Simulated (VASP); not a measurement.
VASP runs on Pt3Ti (L1_2) share one base input (PBE GGA, plane waves, VASP's PBE PAW potentials (set 64)) and change the settings named in each case.

INCAR:
```
ALGO = Normal
EDIFF = 1E-6
ENCUT = 400
GGA = PE
ISIF = 2
ISMEAR = 1
LASPH = T
LCHARG = F
LMAXMIX = 6
LREAL = F
LWAVE = F
NELM = 100
PREC = Accurate
SIGMA = 0.1
SYSTEM = Pt3Ti
```

### KPOINTS
```
Regular mesh
0
gamma
  7 7 7
```

### POSCAR
```
Pt3Ti
1
    3.9200000000     0.0000000000     0.0000000000
    0.0000000000     3.9200000000     0.0000000000
    0.0000000000     0.0000000000     3.9200000000
Ti Pt
1 3
Direct
  0.0000000000   0.0000000000   0.0000000000
  0.0000000000   0.5000000000   0.5000000000
  0.5000000000   0.0000000000   0.5000000000
  0.5000000000   0.5000000000   0.0000000000
```

POTCAR, in this order: Ti_sv Pt (PBE.64 set). Program: vasp_std.

```csv
change,E(σ→0) (eV/atom),pressure (GPa),−TS (eV)
base run,-7.3802,4.80,-0.0005
"LDAU = .TRUE., LDAUJ = 0 0, LDAUL = 2 -1, LDAUTYPE = 2, LDAUU = 1.0 0",-7.1984,5.68,-0.0001
"LDAU = .TRUE., LDAUJ = 0 0, LDAUL = 2 -1, LDAUTYPE = 2, LDAUU = 2.0 0",-7.0200,6.57,0.0005
"LDAU = .TRUE., LDAUJ = 0 0, LDAUL = 2 -1, LDAUTYPE = 2, LDAUU = 3.0 0",-6.8451,7.47,0.0011
"LDAU = .TRUE., LDAUJ = 0 0, LDAUL = 2 -1, LDAUTYPE = 2, LDAUU = 4.0 0",-6.6737,8.37,0.0015
"LDAU = .TRUE., LDAUJ = 0 0, LDAUL = 2 -1, LDAUTYPE = 2, LDAUU = 5.0 0",-6.5060,9.27,0.0012
"LDAU = .TRUE., LDAUJ = 0 0, LDAUL = 2 -1, LDAUTYPE = 2, LDAUU = 6.0 0",-6.3418,10.18,0.0002
"LDAU = .TRUE., LDAUJ = 0 0, LDAUL = 2 -1, LDAUTYPE = 2, LDAUU = 8.0 0",-6.0252,12.00,-0.0017
"LDAU = .TRUE., LDAUJ = 0 0, LDAUL = 2 -1, LDAUTYPE = 2, LDAUU = 5.0 0, LMAXMIX = 2",-6.5060,9.25,0.0012
```
 Energies of different potentials or functionals have different zeros. Unless said otherwise, spin-orbit coupling is left out, though it shifts the bands of the heavy elements here.

Left out are runs that ran out of time, are held back, or changed the cell or the kind of run, fixed moments of cells without a moment, rows past the twelfth, gaps on odd meshes, pressures of charged cells and columns that move by less than the noise.

The compound is Pt3Ti in the L1_2 structure. The cell was not relaxed at this level.
